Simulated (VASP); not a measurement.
Computed with PBEsol GGA, VASP's PBE PAW potentials (set 64) (plane waves; VASP).

VASP ran on this input.

**POSCAR**
```
Be(100) slab
1.0
  2.2604688609   0.0000000000   0.0000000000
  0.0000000000   3.5513387987   0.0000000000
  0.0000000000   0.0000000000  24.5946820061
Be
10
direct
  0.5000000000   0.5000000000   0.3540750000
  0.0000000000   0.0000000000   0.3275430000
  0.0000000000   0.5000000000   0.4336710000
  0.5000000000   0.0000000000   0.4071390000
  0.5000000000   0.5000000000   0.5132660000
  0.0000000000   0.0000000000   0.4867340000
  0.0000000000   0.5000000000   0.5928610000
  0.5000000000   0.0000000000   0.5663290000
  0.5000000000   0.5000000000   0.6724570000
  0.0000000000   0.0000000000   0.6459250000
```

**KPOINTS**
```
kpoints
0
gamma
  12 8 1
0 0 0
```

### INCAR
```
! general
SYSTEM = Be(100) slab
PREC   = Normal
ENCUT  = 400
LREAL  = .FALSE.
LASPH  = .TRUE.   ! aspherical one-centre terms

! electronic loop
EDIFF  = 1E-5   ! SCF stop (eV)
NELM   = 100
NELMIN = 4
ALGO   = Normal

! smearing
ISMEAR = 1   ! Methfessel-Paxton
SIGMA  = 0.1

! functional
GGA    = PS

! ions
IBRION = 2   ! conjugate gradients
NSW    = 50
ISIF   = 2
EDIFFG = -0.03

! output
LWAVE  = .TRUE.
LCHARG = .FALSE.

! other
LDIPOL = .TRUE.
IDIPOL = 3
DIPOL  = 0.5 0.5 0.5
```

POTCAR, in this order: Be (PBE.64 set). Program: vasp_std.

Task: What does the run give for the energy per atom (σ→0), band gap (on the k-mesh)?

Result: 
```yaml
energy per atom (σ→0): -3.793 eV/atom
band gap (on the k-mesh): none (metal, semimetal or under 0.01 eV)
```

### OSZICAR
```
...
DAV:   6    -0.379297918591E+02   -0.17643E-05   -0.44636E-06   872   0.111E-02
   8 F= -.37929792E+02 E0= -.37929666E+02  d E =-.872038E-02
       N       E                     dE             d eps       ncg     rms          rms(c)
DAV:   1    -0.379321482923E+02   -0.23582E-02   -0.13577E-01  1128   0.199E+00    0.111E-01
DAV:   2    -0.379311440105E+02    0.10043E-02   -0.53989E-03  1496   0.458E-01    0.413E-02
DAV:   3    -0.379310859726E+02    0.58038E-04   -0.52659E-04  1448   0.136E-01    0.180E-02
DAV:   4    -0.379310800042E+02    0.59684E-05   -0.54776E-05  1464   0.462E-02
   9 F= -.37931080E+02 E0= -.37930953E+02  d E =-.128815E-02
```

The cell is a thin slab with vacuum, built from Be (hcp): (100) face.
